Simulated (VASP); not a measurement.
Consider the following.

```
CELL_PARAMETERS angstrom
      1.66096    -2.87687     0.00000
      1.66096     2.87687     0.00000
      0.00000     0.00000    14.55496
ATOMIC_POSITIONS crystal
  Mo 0.33333 0.66667 0.25000
  Mo 0.66667 0.33333 0.75000
  Se 0.33333 0.66667 0.86479
  Se 0.66667 0.33333 0.36479
  Se 0.66667 0.33333 0.13521
  Se 0.33333 0.66667 0.63521
```

All values below come from PBE GGA, VASP's PBE PAW potentials (set 64) (plane waves; VASP). Numerical set-up: 500 eV cut-off, 8×8×2 Γ-centred mesh, Gaussian smearing of 0.050 eV, potentials Mo_sv Se.

Without a dispersion term in the relaxation, distances and binding between the weakly bound layers, chains or molecules are unreliable, and so is what depends on them.

Q: Estimate the energy per atom (σ→0).

A: 
```json
{
  "energy per atom (σ→0)": "-6.663 eV/atom"
}
```

Only differences to runs with the same potentials and settings are physical.

The compound is MoSe2 in the 2H layered structure. It was relaxed first, which changed the volume by +15 %.
